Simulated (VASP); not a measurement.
Output of a VASP run:

File OUTCAR:
```
 ion  position               nearest neighbor table
   1  0.250  0.750  0.500-   2 3.08   2 3.08   2 3.08   2 3.08
   2  0.000  0.000  0.000-   1 3.08   1 3.08   1 3.08   1 3.08
  LATTYP: Found a body centered tetragonal cell.
 ALAT       =     5.9466000000
 C/A-ratio  =     0.5454545455
 Subroutine PRICEL returns:
 Original cell was already a primitive cell.
 Subroutine GETGRP returns: Found 16 space group operations
The static configuration has the point symmetry D_2d.
 The point group associated with its full space group is D_4h.
The dynamic configuration has the point symmetry D_2d.
 Subroutine INISYM returns: Found 16 space group operations
 Subroutine IBZKPT returns following result:
 Found    163 irreducible k-points:

 Following reciprocal coordinates:
            Coordinates               Weight
  0.000000  0.000000  0.000000      1.000000
  0.083333  0.000000 -0.000000      8.000000
  0.166667  0.000000 -0.000000      8.000000
  0.250000  0.000000  0.000000      8.000000
  0.333333  0.000000 -0.000000      8.000000
  0.416667  0.000000 -0.000000      8.000000
  0.500000  0.000000  0.000000      4.000000
  0.083333  0.083333 -0.000000      8.000000
  0.166667  0.083333 -0.000000     16.000000
  0.250000  0.083333  0.000000     16.000000
  0.333333  0.083333 -0.000000     16.000000
  0.416667  0.083333 -0.000000     16.000000
  0.500000  0.083333  0.000000     16.000000
 -0.416667  0.083333  0.000000     16.000000
 -0.333333  0.083333  0.000000     16.000000
 -0.250000  0.083333  0.000000     16.000000
 -0.166667  0.083333  0.000000     16.000000
 -0.083333  0.083333  0.000000      4.000000
  0.166667  0.166667 -0.000000      8.000000
  0.250000  0.166667 -0.000000     16.000000
  0.333333  0.166667 -0.000000     16.000000
  0.416667  0.166667 -0.000000     16.000000
  0.500000  0.166667 -0.000000     16.000000
 -0.416667  0.166667  0.000000     16.000000
 -0.333333  0.166667  0.000000     16.000000
 -0.250000  0.166667  0.000000     16.000000
 -0.166667  0.166667  0.000000      4.000000
  0.250000  0.250000 -0.000000      8.000000
  0.333333  0.250000 -0.000000     16.000000
  0.416667  0.250000 -0.000000     16.000000
  0.500000  0.250000 -0.000000     16.000000
 -0.416667  0.250000  0.000000     16.000000
 -0.333333  0.250000  0.000000     16.000000
 -0.250000  0.250000  0.000000      4.000000
  0.333333  0.333333 -0.000000      8.000000
  0.416667  0.333333 -0.000000     16.000000
  0.500000  0.333333 -0.000000     16.000000
 -0.416667  0.333333  0.000000     16.000000
 -0.333333  0.333333  0.000000      4.000000
  0.416667  0.416667 -0.000000      8.000000
   k-points           NKPTS =    163   k-points in BZ     NKDIM =    163   number of bands    NBANDS=     18
   number of dos      NEDOS =    301   number of ions     NIONS =      2
   total plane-waves  NPLWV =  64000
   dimension x,y,z NGX =    40 NGY =   40 NGZ =   40
   dimension x,y,z NGXF=    80 NGYF=   80 NGZF=   80
   ions per type =               2
   PREC   = accura    normal or accurate (medium, high low for compatibility)
   ISTART =      0    job   : 0-new  1-cont  2-samecut
   ICHARG =      2    charge: 1-file 2-atom 10-const
   ISPIN  =      1    spin polarized calculation?
   LNONCOLLINEAR =      F non collinear calculations
   LSORBIT =      F    spin-orbit coupling
   INIWAV =      1    electr: 0-lowe 1-rand  2-diag
   ENCUT  =  700.0 eV  51.45 Ry    7.17 a.u.   9.72  9.72  9.72*2*pi/ulx,y,z
   NELM   =    100;   NELMIN=  2; NELMDL= -5     # of ELM steps
   EDIFF  = 0.1E-05   stopping-criterion for ELM
   LREAL  =      F    real-space projection
   NLSPLINE    = F    spline interpolate recip. space projectors
   LMAXMIX     =    4 max onsite mixed and CHGCAR
   VOSKOWN=      0    Vosko Wilk Nusair interpolation
   EDIFFG = 0.1E-04   stopping-criterion for IOM
   NSW    =      0    number of steps for IOM
...
```

### OSZICAR
```
       N       E                     dE             d eps       ncg     rms          rms(c)
DAV:   1     0.217752838867E+03    0.21775E+03   -0.17613E+04  5868   0.284E+03
DAV:   2     0.120872634885E+02   -0.20567E+03   -0.20337E+03  5868   0.498E+02
DAV:   3    -0.702227511501E+01   -0.19110E+02   -0.18891E+02  6768   0.149E+02
DAV:   4    -0.760570309388E+01   -0.58343E+00   -0.58129E+00  6700   0.278E+01
DAV:   5    -0.762737583906E+01   -0.21673E-01   -0.21671E-01  7870   0.496E+00    0.216E+00
DAV:   6    -0.761395905901E+01    0.13417E-01   -0.34485E-02  7520   0.281E+00    0.121E+00
DAV:   7    -0.761135999500E+01    0.25991E-02   -0.20835E-02  7586   0.213E+00    0.161E-01
DAV:   8    -0.761135982153E+01    0.17347E-06   -0.19053E-03  6688   0.647E-01    0.360E-02
DAV:   9    -0.761136892408E+01   -0.91026E-05   -0.57915E-05  7662   0.806E-02    0.140E-02
DAV:  10    -0.761136788250E+01    0.10416E-05   -0.80167E-06  6970   0.406E-02    0.180E-03
DAV:  11    -0.761136795182E+01   -0.69319E-07   -0.31508E-07  3184   0.835E-03
   1 F= -.76113680E+01 E0= -.76112603E+01  d E =-.322984E-03
```

File OUTCAR:
```
------------------------ aborting loop because EDIFF is reached ----------------------------------------
  FORCE on cell =-STRESS in cart. coord.  units (eV):
  Direction    XX          YY          ZZ          XY          YZ          ZX
  --------------------------------------------------------------------------------------
  Total       -0.1710911     -0.1710911     -0.1768717      0.0000000      0.0000000      0.0000000
  in kB       -4.7797292     -4.7797292     -4.9412187      0.0000000      0.0000000      0.0000000
  external PRESSURE =      -4.8335590 kB  Pullay stress =       0.0000000 kB
  volume of cell :       57.35
      direct lattice vectors                 reciprocal lattice vectors
    -2.973300000  2.973300000  1.621800000     0.000000000  0.168163320  0.308299420
     2.973300000 -2.973300000  1.621800000     0.168163320  0.000000000  0.308299420
     2.973300000  2.973300000 -1.621800000     0.168163320  0.168163320  0.000000000
 POSITION                                       TOTAL-FORCE (eV/Angst)
 -----------------------------------------------------------------------------------
      2.97330      0.00000      0.81090        -0.000000      0.000000      0.000000
      0.00000      0.00000      0.00000         0.000000     -0.000000     -0.000000
 -----------------------------------------------------------------------------------
    total drift:                                0.000000     -0.000000      0.000000
  FREE ENERGIE OF THE ION-ELECTRON SYSTEM (eV)
  ---------------------------------------------------
  free  energy   TOTEN  =        -7.6113679518 eV

  energy  without entropy=       -7.6110449682  energy(sigma->0) =       -7.61126029
```
(Selected blocks of OUTCAR.)

File POSCAR:
```
Sn
1
   -2.9733000000     2.9733000000     1.6218000000
    2.9733000000    -2.9733000000     1.6218000000
    2.9733000000     2.9733000000    -1.6218000000
Sn
2
Direct
  0.2500000000   0.7500000000   0.5000000000
  0.0000000000   0.0000000000   0.0000000000
```

Question: Write an INCAR and KPOINTS that could have produced this output.

Answer: Several could match; the one computed here: the input of the run itself, PBE GGA, plane waves, VASP's PBE PAW potentials (set 64).

KPOINTS:
```
Automatic mesh
0
Gamma
12 12 12
0 0 0
```

**INCAR**
```
SYSTEM = Sn
PREC = Accurate
ENCUT = 700
EDIFF = 1E-6
NELM = 100
ALGO = Normal
LREAL = .FALSE.
LASPH = .TRUE.
ISMEAR = 1
SIGMA = 0.1
GGA = PE
LMAXMIX = 4
LWAVE = .FALSE.
LCHARG = .FALSE.
ISIF = 2
```

POTCAR, in this order: Sn_d (PBE.64 set). Program: vasp_std.

The compound is Sn in the beta structure. The cell was not relaxed at this level. The run is one of a series of settings (ENCUT = 700 against the base run), some of them coarse on purpose.
